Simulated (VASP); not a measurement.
Given:

```
AlP
1.0
    0.00000     2.71757     2.71757
    2.71757     0.00000     2.71757
    2.71757     2.71757     0.00000
Al P
1 1
Cartesian
  0.00000   0.00000   0.00000
  1.35878   1.35878   1.35878
```

Level of theory: LDA (Ceperley-Alder, Perdew-Zunger), VASP's LDA PAW potentials (set 64) (plane waves; VASP). Run with 400 eV cut-off, 12×12×12 Γ-centred mesh, Gaussian smearing of 0.010 eV, potentials Al P.

Problem. Give the electronic dielectric tensor ε∞ (DFPT, local fields included).

Solution. 
```
8.36  0.00  0.00
0.00  8.36  0.00
0.00  0.00  8.36
```

Problem. Give the Born effective charges.

Solution. 
```json
[
 {"atom": "Al1", "Z*xx": "2.21", "Z*yy": "2.21", "Z*zz": "2.21", "mean": "2.21"},
 {"atom": "P2", "Z*xx": "-2.21", "Z*yy": "-2.21", "Z*zz": "-2.21", "mean": "-2.21"}
]
```

Problem. And the static tensor with the ions free?

Solution. 
```
10.5  0.00  0.00
0.00  10.5  0.00
0.00  0.00  10.5
```

Problem. Which frequencies do the optical Γ-point modes have (no LO-TO splitting)?

Solution. 440 (×3) cm⁻¹.

The piezoelectric tensor e of the same run, ions relaxed (C/m²):

```csv
,xx,yy,zz,yz,xz,xy
x,0.00,0.00,0.00,0.05,0.00,0.00
y,0.00,0.00,0.00,0.00,0.05,0.00
z,0.00,0.00,0.00,0.00,0.00,0.05
```

The compound is AlP in the zinc blende structure. It was relaxed first.
